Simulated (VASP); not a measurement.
Sc12C (a cell with a defect): single point with PBEsol

The system is Sc12C (a cell with a defect).

```
Sc C
1.0
     6.62000    0.00000    0.00000
    -4.96500    8.59963    0.00000
     0.00000    0.00000    5.27614
Sc C
12 1
Cartesian
  0.0184 -0.0184 0.0018
  0.0062 1.9094 2.6395
  -1.7725 2.7691 0.0016
  -1.6937 4.7895 2.6404
  -3.3152 5.7849 0.0024
  -3.3235 7.6118 2.6400
  3.2934 -0.0250 0.0020
  3.3039 1.8753 2.6399
  1.7749 2.7814 0.0019
  1.6889 4.7901 2.6407
  -0.0057 5.9152 0.0026
  0.0235 7.6920 2.6403
  -0.0018 3.8435 5.2783
```

The cell was built by a generator and needn't be a form met in nature.

```json
{"Program": "VASP 6.6.1", "Task": "single point", "Functional": "PBEsol", "Potentials or basis": "VASP PAW PBE potentials, release 64 (Sc_sv, C)", "Cutoff": "520 eV", "k mesh": "3 × 2 × 3", "Occupations": "gaussian, width 0.1 eV", "Spin": "no spin polarisation", "Dipole correction": "no", "Further INCAR settings": "ALGO = Fast; EDIFF = 1e-06; NBANDS = 80"}
```

* Pressure: -1.5 GPa
* Largest force: 0.050 eV/Å
* Band gap on the k mesh: none (metal or under the smearing width)

Forces on the atoms (eV/Å):
```
Sc   0.006  0.001  0.000
Sc   0.003 -0.013  0.001
Sc  -0.037 -0.018  0.001
Sc   0.017 -0.001  0.000
Sc   0.000 -0.014  0.000
Sc   0.006 -0.013  0.000
Sc  -0.003 -0.001  0.000
Sc  -0.009 -0.001  0.000
Sc   0.037 -0.024  0.000
Sc  -0.007 -0.012 -0.001
Sc   0.001  0.050 -0.001
Sc   0.000  0.008  0.000
C   -0.014  0.037  0.000
```

Stress tensor (GPa, compression positive):
```
-0.49  0.04  0.00
 0.04 -0.55  0.00
 0.00  0.00 -3.44
```

Levels at points of the mesh, in eV from the Fermi level:
| k point | band 63 | band 64 | band 65 | band 66 | band 67 | band 68 | band 69 | band 70 | band 71 | band 72 |
| --- | --- | --- | --- | --- | --- | --- | --- | --- | --- | --- |
| (0.00, 0.00, 0.00) | -0.59 | -0.55 | -0.50 | -0.50 | -0.36 | -0.31 | -0.25 | 0.13 | 0.20 | 0.48 |
| (0.00, 0.50, 0.00) | -0.65 | -0.65 | -0.58 | -0.45 | -0.34 | -0.26 | -0.22 | 0.03 | 0.05 | 0.51 |

It took 5.6 min on 1 thread of Intel(R) Xeon(R) 6975P-C (Granite Rapids), with other jobs on the host, peak memory 0.49 GiB.

Caveat: the k mesh is coarse (spacing up to 0.40 Å⁻¹), so the values aren't converged; the PAW data sets were made with another functional, which shifts forces and pressure a little.
